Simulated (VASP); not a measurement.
An input for Quantum ESPRESSO's pw.x (written as the equivalent of a VASP run, and not itself run):

```
&CONTROL
  calculation = 'scf'
  pseudo_dir = './pseudo'
  outdir = './out'
  tprnfor = .true.
  tstress = .true.
/
&SYSTEM
  ibrav = 0
  nat = 2
  ntyp = 2
  ecutwfc = 86
  occupations = 'tetrahedra'
  input_dft = 'pbe'
/
&ELECTRONS
  conv_thr = 7.3e-09
  electron_maxstep = 100
/
ATOMIC_SPECIES
  Sn 118.710 Sn.upf
  Se 78.971 Se.upf
CELL_PARAMETERS angstrom
    -0.0000000    3.3898954    3.3898954
     3.3898954    0.0000000    3.3898954
     3.3898954    3.3898954   -0.0000000
ATOMIC_POSITIONS crystal
  Sn   1.0000000  0.0000000  0.0000000
  Se   0.2500000  0.2500000  0.2500000
K_POINTS automatic
  8 8 8 0 0 0
```

**Question.** Translate this input to VASP (INCAR, KPOINTS, POSCAR, choice of POTCAR).

**Answer.** Several could match; the one computed here: 
**INCAR**
```
SYSTEM  =  SnSe
PREC  =  Accurate; ENCUT  =  400; LREAL  =  .FALSE.
LASPH  =  .TRUE.
EDIFF  =  1E-7; NELM  =  100; ALGO  =  Normal
LMAXMIX  =  4
ISMEAR  =  -5
GGA  =  PE
ISIF  =  2
LWAVE  =  .FALSE.; LCHARG  =  .TRUE.; LORBIT  =  11
NEDOS  =  601
```

KPOINTS:
```
Automatic mesh
0
Gamma
8 8 8
0 0 0
```

POSCAR:
```
SnSe
1
   -0.0000000000     3.3898954346     3.3898954346
    3.3898954346     0.0000000000     3.3898954346
    3.3898954346     3.3898954346    -0.0000000000
Sn Se
1 1
Direct
  1.0000000000   0.0000000000   0.0000000000
  0.2500000000   0.2500000000   0.2500000000
```

POTCAR, in this order: Sn_d Se (PBE.64 set). Program: vasp_std.

Limits of the translation: the potentials are each code's own (VASP's PAW set, PseudoDojo norm-conserving files in pw.x), so ENCUT and ecutwfc are chosen apart and not converted; conv_thr bounds pw.x's estimated SCF error, while EDIFF bounds the energy change between steps.

The structure was generated: SnSe was put into the zinc blende type (F-43m), which need not be its known phase. It was relaxed first, which changed the volume by +46 %.
